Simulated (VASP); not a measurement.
Computed with PBE GGA, VASP's PBE PAW potentials (set 64) (plane waves; VASP).

The input files of a VASP run:

KPOINTS:
```
Automatic mesh
0
Gamma
14 14 3
0 0 0
```

INCAR:
```
SYSTEM=AlCr2C
PREC=Accurate; ENCUT=520; LREAL=.False.
LASPH=.True.
EDIFF=1E-7; NELM=100; ALGO=Normal
LMAXMIX=4
ISMEAR=-5
GGA=PE
ISIF=2
LWAVE=.False.; LCHARG=.True.; LORBIT=11
NEDOS=601
LEFG=.True.
```

POSCAR:
```
AlCr2C
1
    1.4199839659    -2.4594847128     0.0000000000
    1.4199839659     2.4594847128    -0.0000000000
    0.0000000000    -0.0000000000    12.6933129117
Al Cr C
2 4 2
Direct
  0.3333330000   0.6666670000   0.7500000000
  0.6666670000   0.3333330000   0.2500000000
  0.3333330000   0.6666670000   0.0845913047
  0.6666670000   0.3333330000   0.5845913047
  0.6666670000   0.3333330000   0.9154086953
  0.3333330000   0.6666670000   0.4154086953
  1.0000000000   1.0000000000   1.0000000000
  1.0000000000   1.0000000000   0.5000000000
```

POTCAR, in this order: Al Cr_pv C (PBE.64 set). Program: vasp_std.

What does the run give for the energy per atom (σ→0), band gap (on the k-mesh)?

| Quantity | Result |
|---|---|
| energy per atom (σ→0) | -8.186 eV/atom |
| band gap (on the k-mesh) | none (metal, semimetal or under 0.01 eV) |

OSZICAR:
```
...
DAV:  10    -0.654868900373E+02    0.39967E-02   -0.30671E-02  4572   0.136E+00    0.247E-01
DAV:  11    -0.654866770521E+02    0.21299E-03   -0.28831E-03  4990   0.299E-01    0.679E-02
DAV:  12    -0.654866607166E+02    0.16336E-04   -0.27224E-04  4945   0.143E-01    0.206E-02
DAV:  13    -0.654866583166E+02    0.24000E-05   -0.27345E-05  4959   0.360E-02    0.868E-03
DAV:  14    -0.654866549120E+02    0.34046E-05   -0.61953E-06  4882   0.163E-02    0.198E-03
DAV:  15    -0.654866552893E+02   -0.37730E-06   -0.55787E-07  3787   0.555E-03    0.607E-04
DAV:  16    -0.654866552971E+02   -0.78408E-08   -0.31981E-08  2351   0.146E-03
   1 F= -.65486655E+02 E0= -.65486655E+02  d E =0.000000E+00
```

The compound is AlCr2C in the sg194 structure. It was relaxed first. The run is not spin-polarised, so no magnetic state was tried.
